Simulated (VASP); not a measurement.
Pd:

```
Pd
1.0
     0.00000    1.94000    1.94000
     1.94000    0.00000    1.94000
     1.94000    1.94000    0.00000
Pd
1
Direct
  0.00000 0.00000 0.00000
```

The cell was built by a generator and needn't be a form met in nature.

```yaml
Program: VASP 6.6.1
Task: relaxation of cell and atoms
Functional: LDA
Potentials_or_basis: VASP PAW LDA potentials, release 64 (Pd)
Cutoff: 600 eV
k_mesh: 18 × 18 × 18
Occupations: methfessel-paxton, width 0.1 eV
Spin: no spin polarisation
```

At the start: pressure -6.5 GPa; volume 14.60 Å³/atom.

Q: Where does the relaxation end?

A: Over 4 steps the energy falls by 9.5 meV/atom and the volume is 14.15 Å³/atom (-3.1 %); space group Fm-3m (No. 225, to 0.05 Å).

Step by step:
```csv
step,energy change (eV),largest force (eV/Å),pressure (GPa),volume (Å³)
1,0.0000,0.0000,-6.54,14.60
2,0.0247,0.0000,14.98,13.38
3,-0.0095,0.0000,-0.12,14.16
4,-0.0095,0.0000,0.03,14.15
```

Final structure:
```
Pd
1.0
     0.00000    1.91988    1.91988
     1.91988    0.00000    1.91988
     1.91988    1.91988    0.00000
Pd
1
Direct
  0.00000 0.00000 0.00000
```
